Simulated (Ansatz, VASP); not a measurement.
**Pt in two plane-wave programs**

Aim: how closely do two programs agree when they are given the same cell, functional and k mesh? The cell is taken from a series of runs on this material, whose earlier steps may have relaxed, scaled, displaced or heated it; both programs get it as it stands.

Main program and level: Ansatz 0.2.0; plane waves, with VASP 6.6.1 beside it; relaxation of cell and atoms at RPBE.

## (1) Starting point

Symmetry: Fm-3m, No. 225, cubic system. The conventional cell has a = 3.993 Å, b = 3.993 Å, c = 3.993 Å, α = 90.00°, β = 90.00°, γ = 90.00°. Nearest to Pt lie 12 Pt at 2.82 Å.

## (2) Ansatz: relaxation of cell and atoms, RPBE

Ansatz runs on its default PAW (the set named soft_2) files.

The relaxed volume is the usual yardstick between codes: in a stiff, nearly cubic crystal its relative difference is about their pressure difference at one cell divided by the bulk modulus.

File input.yaml:

```yaml
crystal:
  lattice:
    - [0.0, 1.996357629, 1.996357629]
    - [1.996357629, 0.0, 1.996357629]
    - [1.996357629, 1.996357629, 0.0]
  atoms:
    - { symbol: Pt, position: [0.0, 0.0, 0.0] }
kpoints:
  mp_grid: { grid: [24, 24, 24] }
hamiltonian:
  xc: rpbe
scf:
  occupations: { method: methfessel_paxton, width: 0.2 }
output:
  forces: true
  stress: true
  eigenvalues: true
  write_density: true
  write_potential: true
  elf: true
  volumetric_format: npy
relax:
  adjacent_minimum: "off"
  f_tol: 0.001
  max_steps: 60
  cell: { stress_tol: 0.01 }
```

On the command line:

```console
$ ansatz run input.yaml --threads 4 --pin off --max-ram 7168MiB --backend cpu --events-out ev --progress --plain --runs-dir out
```

Numbers of over 12 decimals in the logs are rounded to 6 here.

Output:

```text
Engine: ansatz 0.2.0, aarch64-unknown-linux-gnu
Pseudopotentials: kind: paw
Pseudopotential: Pt, paw, valence charge 18, recommended cutoff 420 eV (normal), Pt.paw.azcp
Functional definition: RPBE
  parameter kappa = 0.804
  parameter beta = 0.066725
  exchange = rpbe_x(kappa = kappa, mu = beta*pi^2/3)
  correlation = pbe_c(beta = beta)
Crystal: 1 atoms, lattice volume = 15.913 Å³
Basis set: ecut = 420 eV, 331 PW (Γ), exchange–correlation on 40×40×40 points (8 copies of the dense FFT grid, shifted against one another)
Bands: 13, of which v1, the nominal top of the filled ones, is band 9 counted from 1 (8 counted from 0)
Symmetry: 48 space group operations
Space group: Fm-3m (ITA 225), of the structure as read, at distance tolerance 2.5e-5 Å
k-points: 413 of 13824
Non-local potential: Pt, projectors of the file, l = 0: 3, l = 1: 2, l = 2: 2, l = 3: 1
PAW form: soft (Blöchl's): semilocal exchange-correlation on the pseudo side does not see the compensation charge
PAW frozen core: Pt, regenerated for the run's functional, and the local potential with it (the file was generated under x = pbe(κ = 0.804, μ = 0.219515), c = pbe(β = 0.066725))
PAW one-centre angular grid: Pt, 590 points (default); XC on 64 Gauss nodes
Initial density: superposition of atomic densities (neutral atoms: chi_scale 0, normalization atom), corrected by the library's trained network
Initial wavefunctions: pseudopotential atomic-orbital guess
Functional: x = rpbe, c = pbe(β = 0.066725)
SCF iter   1: F=—  HF=-12536.786656 eV  |F-HF|=—  |Δ(HF+E_count)|=         —  Δρ=4.57e-3  dr2=1.11e-3  ethr=1.77e-3  ⟨swp⟩=4.7  Hψ=26597  notcnv=0
preconditioner: auto → none  [metal: Δε(μ)=0.002 eV  Ē_g=13.653 eV  σ=0.200 eV  W_gap=0.01  n_scr=8 (ndim 8)  ℏωp=29.4 eV  f_vac=0.000  D(μ)=2.22/eV (n_scr^D=26)  sad-step TF]
SCF iter   2: F=—  HF=-12536.787103 eV  |F-HF|=—  |Δ(HF+E_count)|=   4.47e-4  S|Δr|=    0.00e0  Δρ=2.33e-3  dr2=2.01e-4  ethr=6.16e-6  ⟨swp⟩=1.9  Hψ=10253  notcnv=0
SCF iter   3: F=—  HF=-12536.787255 eV  |F-HF|=—  |Δ(HF+E_count)|=   1.52e-4  S|Δr|=    0.00e0  Δρ=3.98e-4  dr2=9.82e-6  ethr=1.11e-6  ⟨swp⟩=2.2  Hψ=6991  notcnv=0
SCF iter   4: F=—  HF=-12536.787256 eV  |F-HF|=—  |Δ(HF+E_count)|=   9.43e-7  S|Δr|=    0.00e0  Δρ=4.90e-5  dr2=1.17e-7  ethr=5.45e-8  ⟨swp⟩=2.0  Hψ=7295  notcnv=0
SCF iter   5: F=-12536.787256 eV  HF=-12536.787256 eV  |F-HF|=1.20e-9  |Δ(HF+E_count)|=   9.50e-8  S|Δr|=    0.00e0  Δρ=5.64e-6  dr2=2.76e-9  ethr=5.56e-10  ⟨swp⟩=7.7  Hψ=32010  notcnv=0
SCF 1 converged in 5 iterations: F = -12536.787256 eV  dr2 = 2.76e-9
  greatest PAW one-centre occupation: 1.000 electrons in one spin orbital (limit 2), on the Pt atom at site 0 (counted from 0), in its partial waves of l = 0
relax step   1: F+E_penalty+E_count = -12536.78725620 eV  Δ(F+E_penalty+E_count) = +0.000e0 eV  max|allowed force component| = 0.000e0 eV/Å  Δτ_max = 0.0000 Å  P = -0.054 GPa  Ω = 15.913 Å³  (5 SCF iters, dr2 threshold 1.00e-7 eV, accepted)
[...]
relax step   2: F+E_penalty+E_count = -12536.78725968 eV  Δ(F+E_penalty+E_count) = -3.476e-6 eV  max|allowed force component| = 0.000e0 eV/Å  Δτ_max = 0.0000 Å  P = +0.099 GPa  Ω = 15.902 Å³  energy of the carried Pulay correction = +4.977e-6 eV  (3 SCF iters, dr2 threshold 7.19e-9 eV, rejected (line search))
[...]
relax step   3: F+E_penalty+E_count = -12536.78725857 eV  Δ(F+E_penalty+E_count) = -2.368e-6 eV  max|allowed force component| = 0.000e0 eV/Å  Δτ_max = 0.0000 Å  P = -0.000 GPa  Ω = 15.909 Å³  energy of the carried Pulay correction = +1.745e-6 eV  (5 SCF iters, accepted)
[...]
relax step   4: F+E_penalty+E_count = -12536.78725616 eV  Δ(F+E_penalty+E_count) = +2.414e-6 eV  max|allowed force component| = 0.000e0 eV/Å  Δτ_max = 0.0000 Å  P = +0.000 GPa  Ω = 15.909 Å³  stress off target by 1.26e-4 GPa  SCF on the basis re-selected at this cell (its energy is not comparable with the rows above)  (5 SCF iters)
basis re-selected at this cell: Δ(F+E_penalty+E_count) = +2.414e-6 eV, ΔP = +0.000 GPa vs the last step (what re-selecting the basis moved, of the pressure what is left beyond the Pulay correction that the steps carried, after the strain that the cell walked since its last selection, with what the two solves' SCF thresholds leave and, on support functions, any second-order correction that the steps lacked; it is no measure of the basis error at this ecutwfc). This SCF's stress stands 1.26e-4 GPa from its target on what of the cell is left free (relax.cell.stress_tol is 1.00e-2 GPa) and its largest allowed force component is 0.00e0 eV/Å (relax.f_tol is 1.00e-3 eV/Å): [rest of the remark cut]
SCF converged after 5 iterations
Stability not checked: this state was not tested for a lower state beside it, because cold or Methfessel-Paxton smearing, or corrected tetrahedra, fill the levels in a way that the test cannot read (fill_not_monotonic; see scf.lower_state_search)
Free energy (F): -12536.787256 eV
Harris-Foulkes:  -12536.787256 eV  (|F-HF|=7.28e-12)
Internal energy: -12536.782248 eV  (E = F + TS)
E sigma→0 (E₀):  -12536.786004 eV
Entropy (-TS):   -0.005008 eV (-5.008 meV/atom)
Fermi energy:    21.857854 eV
--- Per-component energies (eV) ---
  E_band       = -151.265214
  E_kinetic    = 636.550616
  E_local      = -1531.508276  (includes V_loc(G=0)·N_el)
  E_nonlocal   = 199.166436
  E_hartree    = 567.063255
  E_xc         = -261.634108
  E_vxc        = -302.217449  (∫ρ·V_xc dr)
  E_paw        = -9467.470772  (= ΣΔE_a)
  E_vpaw       = -287.383237  (= ΣTr[D̂ρ^β])
  E_aug_tail   = 0.000207  (compensation charges beyond the density's cutoff)
  E_ewald      = -2678.912286
  E_core_change = -0.037321  (= ΣΔE_core)
  E_smearing   = -0.005008  (= −TS)
  E_closure    = -0.000000  (closes the sum)
  Σ components = -12536.787256   (vs F -12536.787256, Δ=0.00e0)
--- Forces (eV/Å), atoms counted from 1 ---
  atom   1  Pt    -0.00000000    -0.00000000     0.00000000
  max |Σ_I F_I| component: 7.40e-32 eV/Å
--- Stress (GPa, compression-positive) ---
        0.000126      -0.000000      -0.000000
       -0.000000       0.000126      -0.000000
       -0.000000      -0.000000       0.000126
  P = ⅓ Tr σ = 0.0001 GPa (0.001 kbar)
--- Band table (eV; the first three rows and the last of 413) ---
  k-point 0: bands = [... 5 lower, 18.3928, 18.3928, 18.3928, 20.3623, 20.3623, 36.6190, 41.2878, 41.2878]
  k-point 1: bands = [... 5 lower, 18.3639, 18.4191, 18.4191, 20.3478, 20.3478, 36.7185, 40.8915, 41.3849]
  k-point 2: bands = [... 5 lower, 18.2842, 18.4928, 18.4928, 20.3113, 20.3113, 37.0006, 39.9672, 41.6709]
  k-point 412: bands = [... 5 lower, 17.6910, 17.6910, 20.0462, 22.3132, 28.6745, 29.9061, 29.9061, 33.4655]
--- Relaxed structure (3 steps of the walk, 2 accepted, 1 SCFs on fresh bases) ---
  F+E_penalty+E_count = -12536.78725616 eV   max|allowed force component| = 0.000e0 eV/Å   (the final SCF, on the basis selected at the relaxed cell)
  cell:  # Å, volume = 15.9090 Å³
    - [0, 1.996203, 1.996203]
    - [1.996203, 0, 1.996203]
    - [1.996203, 1.996203, 0]
  atoms:
    - { symbol: Pt, position: [0.0, 0.0, 0.0] }
```

In the SCF lines HF is the Harris–Foulkes energy and dr2 the Hartree energy of the density residual, in eV; the loop may stop once dr2 is under the threshold and the program's other checks hold. Hψ counts applications of the Hamiltonian.

## (3) VASP: relaxation of cell and atoms, RPBE

The same cell, functional, mesh and smearing now go to VASP, with its own data sets.

Lines of VASP's logs that name or quote its potential files are left out, and so is its time.

File INCAR:

```
SYSTEM = Pt
PREC = Accurate
ENCUT = 500
EDIFF = 1E-07
NELM = 120
ISMEAR = 1
SIGMA = 0.2
LREAL = .FALSE.
ALGO = Normal
GGA = RP
NBANDS = 11
LASPH = .TRUE.
LORBIT = 11
LWAVE = .FALSE.
LCHARG = .FALSE.
ISIF = 3
IBRION = 2
NSW = 80
EDIFFG = -0.005
GGA_COMPAT = .FALSE.
NELMIN = 4
```

File POSCAR:

```
Pt
1.0
    0.0000000000      1.9963580000      1.9963580000
    1.9963580000      0.0000000000      1.9963580000
    1.9963580000      1.9963580000      0.0000000000
Pt
1
Direct
    0.0000000000      0.0000000000      0.0000000000
```

File KPOINTS:

```
Automatic mesh
0
Gamma
24 24 24
0 0 0
```

Potentials, in the order of the species: Pt (PBE family, release 64).

On the command line:

```console
$ mpirun -np 1 vasp_std
```

Output:

```text
[banner, memory and clock lines left out]
running    1 mpi-ranks, on    1 nodes
 distrk:  each k-point on    1 cores,    1 groups
 distr:  one band on    1 cores,    1 groups

 POSCAR found type information on POSCAR Pt
 POSCAR found :  1 types and       1 ions
|                                                                             |
|               ----> ADVICE to this user running VASP <----                  |
|                                                                             |
|     You enforced a specific xc type in the INCAR file but a different       |
|     [... a line on the potential file left out ...]
|     I HOPE YOU KNOW WHAT YOU ARE DOING!                                     |
|                                                                             |

 LDA part: xc-table for (Slater+PW92), standard interpolation
 POSCAR, INCAR and KPOINTS ok, starting setup
 FFT: planning ... GRIDC
 FFT: planning ... GRID_SOFT
 FFT: planning ... GRID
 WAVECAR not read
 entering main loop
       N       E                     dE             d eps       ncg     rms          rms(c)
DAV:   1     0.376398847288E+02    0.37640E+02   -0.51835E+03  9438   0.810E+02
DAV:   2    -0.521939078836E+01   -0.42859E+02   -0.40944E+02 10388   0.169E+02
DAV:   3    -0.579153725354E+01   -0.57215E+00   -0.56787E+00 10608   0.184E+01
DAV:   4    -0.579392750692E+01   -0.23903E-02   -0.23901E-02 10409   0.141E+00
DAV:   5    -0.579394784684E+01   -0.20340E-04   -0.20340E-04 10693   0.121E-01    0.108E+01
DAV:   6    -0.549101498458E+01    0.30293E+00   -0.74145E-01  9752   0.677E+00    0.588E+00
DAV:   7    -0.546130697334E+01    0.29708E-01   -0.12035E-01 10385   0.267E+00    0.242E+00
DAV:   8    -0.545892895131E+01    0.23780E-02   -0.44794E-03  9890   0.545E-01    0.483E-01
DAV:   9    -0.545878445070E+01    0.14450E-03   -0.10399E-04 10219   0.864E-02    0.600E-02
DAV:  10    -0.545878675785E+01   -0.23072E-05   -0.49221E-06 11241   0.193E-02    0.548E-03
DAV:  11    -0.545878652416E+01    0.23369E-06   -0.43824E-08  9078   0.187E-03    0.560E-04
DAV:  12    -0.545878649579E+01    0.28371E-07   -0.34248E-09  5431   0.427E-04
   1 F= -.54587865E+01 E0= -.54571028E+01  d E =-.545879E+01
 curvature:   0.00 expect dE= 0.000E+00 dE for cont linesearch  0.000E+00
 trial: gam= 0.00000 g(F)=  0.458E-66 g(S)=  0.401E-03 ort = 0.000E+00 (trialstep = 0.100E+01)
 search vector abs. value=  0.401E-03
 bond charge predicted
       N       E                     dE             d eps       ncg     rms          rms(c)
DAV:   1    -0.546371268869E+01   -0.49262E-02   -0.10604E-01  9476   0.300E+00    0.465E-01
DAV:   2    -0.545877255765E+01    0.49401E-02   -0.13681E-02  9425   0.874E-01    0.177E-01
DAV:   3    -0.545851087800E+01    0.26168E-03   -0.12818E-03 10406   0.252E-01    0.106E-01
DAV:   4    -0.545853529583E+01   -0.24418E-04   -0.54228E-05 10109   0.509E-02    0.690E-03
DAV:   5    -0.545853493761E+01    0.35822E-06   -0.83244E-07 10489   0.797E-03    0.164E-03
DAV:   6    -0.545853528647E+01   -0.34886E-06   -0.85354E-08  9824   0.217E-03    0.272E-04
DAV:   7    -0.545853527108E+01    0.15393E-07   -0.16174E-09  4999   0.323E-04
   2 F= -.54585353E+01 E0= -.54568844E+01  d E =0.251225E-03
 trial-energy change:    0.000251  1 .order    0.000266   -0.000401    0.000933
 step:   0.3149(harm=  0.3008)  dis= 0.00000  next Energy=    -5.458850 (dE=-0.636E-04)
 bond charge predicted
       N       E                     dE             d eps       ncg     rms          rms(c)
DAV:   1    -0.546130078356E+01   -0.27655E-02   -0.49848E-02  9446   0.206E+00    0.315E-01
DAV:   2    -0.545896777108E+01    0.23330E-02   -0.65725E-03  9389   0.604E-01    0.127E-01
DAV:   3    -0.545884537581E+01    0.12240E-03   -0.57821E-04 10403   0.169E-01    0.768E-02
DAV:   4    -0.545885112375E+01   -0.57479E-05   -0.23064E-05 10082   0.326E-02    0.206E-03
DAV:   5    -0.545885120944E+01   -0.85686E-07   -0.30564E-07 10780   0.425E-03
   3 F= -.54588512E+01 E0= -.54571779E+01  d E =-.647136E-04
 curvature:  -0.15 expect dE=-0.230E-06 dE for cont linesearch -0.230E-06
 trial: gam= 0.00000 g(F)=  0.156E-62 g(S)=  0.153E-05 ort =-0.248E-04 (trialstep = 0.863E+00)
 search vector abs. value=  0.153E-05
 reached required accuracy - stopping structural energy minimisation
```

OUTCAR, selected parts (step 3):

```text
ion  position               nearest neighbor table
   1  0.000  0.000  0.000-

  LATTYP: Found a face centered cubic cell.
 ALAT       =     3.9927160000

 Subroutine GETGRP returns: Found 48 space group operations
 (whereof 48 operations were pure point group operations)

The static configuration has the point symmetry O_h .

 Found    413 irreducible k-points:

   k-points           NKPTS =    413   k-points in BZ     NKDIM =    413   number of bands    NBANDS=     11

   dimension x,y,z NGX =    24 NGY =   24 NGZ =   24
   dimension x,y,z NGXF=    48 NGYF=   48 NGZF=   48

   ENCUT  =  500.0 eV  36.75 Ry    6.06 a.u.   5.15  5.15  5.15*2*pi/ulx,y,z

   NELECT =      10.0000    total number of electrons

 k-points in reciprocal lattice and weights: Automatic mesh
   0.00000000  0.00000000  0.00000000       0.000
   0.04166667  0.00000000  0.00000000       0.001
   0.08333333  0.00000000  0.00000000       0.001
   0.12500000  0.00000000  0.00000000       0.001
   0.16666667  0.00000000  0.00000000       0.001
   0.20833333  0.00000000  0.00000000       0.001
   0.25000000  0.00000000  0.00000000       0.001
   0.29166667  0.00000000  0.00000000       0.001
   0.33333333  0.00000000  0.00000000       0.001
[...]
-0.29166667  0.50000000  0.20833333       0.001
  -0.25000000  0.50000000  0.25000000       0.000

 average (electrostatic) potential at core
       1 -63.6666

 E-fermi :  10.3728

 k-point     1 :       0.0000    0.0000    0.0000
  band No.  band energies     occupation
    ...
      2       6.9100      2.00000
      3       6.9100      2.00000
      4       6.9100      2.00000
      5       8.8794      2.00000
      6       8.8794      2.00000
      7      25.1358      0.00000
      8      29.8387      0.00000
      9      29.8387      0.00000
     10      29.8387      0.00000
     11      34.9873      0.00000

 k-point     2 :       0.0417    0.0000    0.0000
  band No.  band energies     occupation
    ...
      2       6.8810      2.00000
      3       6.9363      2.00000
      4       6.9363      2.00000
      5       8.8648      2.00000
      6       8.8648      2.00000
      7      25.2366      0.00000
      8      29.4430      0.00000
      9      29.9376      0.00000
     10      29.9376      0.00000
     11      35.4143      0.00000

 k-point     3 :       0.0833    0.0000    0.0000
  band No.  band energies     occupation
    ...
      2       6.8009      2.00000
      3       7.0098      2.00000
      4       7.0098      2.00000
      5       8.8281      2.00000
      6       8.8281      2.00000
      7      25.5227      0.00000
      8      28.5174      0.00000
      9      30.2287      0.00000
     10      30.2287      0.00000
     11      36.2484      0.00000

  Total        0.0032504      0.0032504      0.0032504      0.0000000      0.0000000      0.0000000
  in kB        0.3280534      0.3280534      0.3280534      0.0000000      0.0000000      0.0000000
  external PRESSURE =       0.3280534 kB  Pullay stress =       0.0000000 kB

  energy-cutoff  :      500.00
  volume of cell :       15.87
      direct lattice vectors                 reciprocal lattice vectors
     0.000000000  1.994761431  1.994761431    -0.250656541  0.250656541  0.250656541
     1.994761431 -0.000000000  1.994761431     0.250656541 -0.250656541  0.250656541
     1.994761431  1.994761431 -0.000000000     0.250656541  0.250656541 -0.250656541

 POSITION                                       TOTAL-FORCE (eV/Angst)
 -----------------------------------------------------------------------------------
      0.00000      0.00000     -0.00000        -0.000000      0.000000     -0.000000
 -----------------------------------------------------------------------------------
    total drift:                               -0.000000     -0.000000     -0.000000

  FREE ENERGIE OF THE ION-ELECTRON SYSTEM (eV)
  ---------------------------------------------------
  free  energy   TOTEN  =        -5.4588512094 eV

  energy  without entropy=       -5.4538313118  energy(sigma->0) =       -5.45717791

 reached required accuracy - stopping structural energy minimisation

 total charge
# of ion       s       p       d       tot
------------------------------------------
    1        0.613   0.550   8.009   9.172

[... 3 further parts left out ...]
```

CONTCAR:

```
Pt
   1.00000000000000
     0.0000000000000000    1.9947614310039041    1.9947614310039041
     1.9947614310039041   -0.0000000000000000    1.9947614310039041
     1.9947614310039041    1.9947614310039041   -0.0000000000000000
  Pt
     1
Direct
     0.0000000000000000    0.0000000000000000    0.0000000000000000
```

## (4) Side by side

Known differences besides the potentials themselves: the data sets hold 18 valence electrons in Ansatz (on its default PAW (the set named soft_2) files) and 10 in VASP; the cutoff is 420 eV in Ansatz and 500 eV in VASP; Ansatz makes its cores anew for this functional, VASP keeps those of its PBE data sets; Ansatz adds a Pulay correction to the stress that steers its cell, VASP none. Total energies have different zeros and are not compared.

The two programs side by side:

```csv
quantity,Ansatz,VASP,difference
volume (Å³),15.91,15.87,+0.22 %
"edge a after relaxation, in the typed setting (Å)",2.823,2.821,+0.07 %
```

## (5) What came out

- difference in volume (relaxation of cell and atoms, RPBE): 0.22 %

What this shows: The difference in volume is 0.22 % (relaxation of cell and atoms, RPBE), within the 1.2 % picked in this series as the mark of a large difference, as far as the stopping tolerances let one tell. The data sets hold unlike numbers of valence electrons (18 in Ansatz and 10 in VASP), so part of the differences comes from the potentials. 1 further run of this series is not shown here. Such differences can come from data sets, numerical settings and the points named under the comparisons, not from the functional's error against experiment.

[Lines on the potential files, build, host, timing and source positions are cut from VASP's logs without a mark.]

[Logs are printed without paths, hosts, clocks, repeated set-up lines and the standing remarks that a program may print on its own settings, such as how far it seeks lower states.]

[Hosts, paths, dates, database ids (printed as entryN), source tags and the programs' standing remarks are cut or masked in the printed files.]
